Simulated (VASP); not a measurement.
An input for Quantum ESPRESSO's pw.x (written as the equivalent of a VASP run, and not itself run):

```
&CONTROL
  calculation = 'scf'
  pseudo_dir = './pseudo'
  outdir = './out'
  tprnfor = .true.
  tstress = .true.
/
&SYSTEM
  ibrav = 0
  nat = 6
  ntyp = 2
  ecutwfc = 84
  occupations = 'tetrahedra'
  input_dft = 'pbe'
  vdw_corr = 'grimme-d3'
  dftd3_version = 4
  dftd3_threebody = .false.
/
&ELECTRONS
  conv_thr = 7.3e-09
  electron_maxstep = 100
/
ATOMIC_SPECIES
  Ta 180.948 Ta.upf
  N 14.007 N.upf
CELL_PARAMETERS angstrom
     5.1908625    0.0000000    0.0000000
    -2.5954313    4.4954188   -0.0000000
    -0.0000000    0.0000000    2.9074173
ATOMIC_POSITIONS crystal
  Ta   0.3333330  0.6666670  0.5000000
  Ta   0.6666670  0.3333330  0.5000000
  Ta   0.0000000  0.0000000  0.0000000
  N    0.3933581  0.0000000  0.0000000
  N    0.6066419  0.6066419  0.0000000
  N    1.0000000  0.3933581  1.0000000
K_POINTS automatic
  8 8 12 0 0 0
```

Question: Write the VASP files for the same calculation (PBE-D3(BJ)).

Answer: Several could match; the one computed here: 
**INCAR**
```
SYSTEM  =  TaN
PREC  =  Accurate; ENCUT  =  520; LREAL  =  .FALSE.
LASPH  =  .TRUE.
EDIFF  =  1E-7; NELM  =  100; ALGO  =  Normal
LMAXMIX  =  6
ISMEAR  =  -5
GGA  =  PE; IVDW  =  12
ISIF  =  2
LWAVE  =  .FALSE.; LCHARG  =  .TRUE.; LORBIT  =  11
NEDOS  =  601
```

File POSCAR:
```
TaN
1.0
  5.1908625375   0.0000000000   0.0000000000
 -2.5954312687   4.4954188269   0.0000000000
  0.0000000000   0.0000000000   2.9074173121
Ta N
3 3
Cartesian
 -0.0000025954   2.9969473831   1.4537086561
  2.5954338642   1.4984714438   1.4537086561
  0.0000000000   0.0000000000   0.0000000000
  2.0418677992   0.0000000000   0.0000000000
  1.5744973692   2.7271094409   0.0000000000
  4.1699286379   1.7683093860   2.9074173121
```

**KPOINTS**
```
Automatic mesh
0
Gamma
8 8 12
0 0 0
```

POTCAR, in this order: Ta_pv N (PBE.64 set). Program: vasp_std.

Limits of the translation: the potentials are each code's own (VASP's PAW set, PseudoDojo norm-conserving files in pw.x), so ENCUT and ecutwfc are chosen apart and not converted; conv_thr bounds pw.x's estimated SCF error, while EDIFF bounds the energy change between steps.

The structure comes from a measured TaN entry (P-62m) of the Crystallography Open Database, whose conditions weren't checked. It was relaxed first.
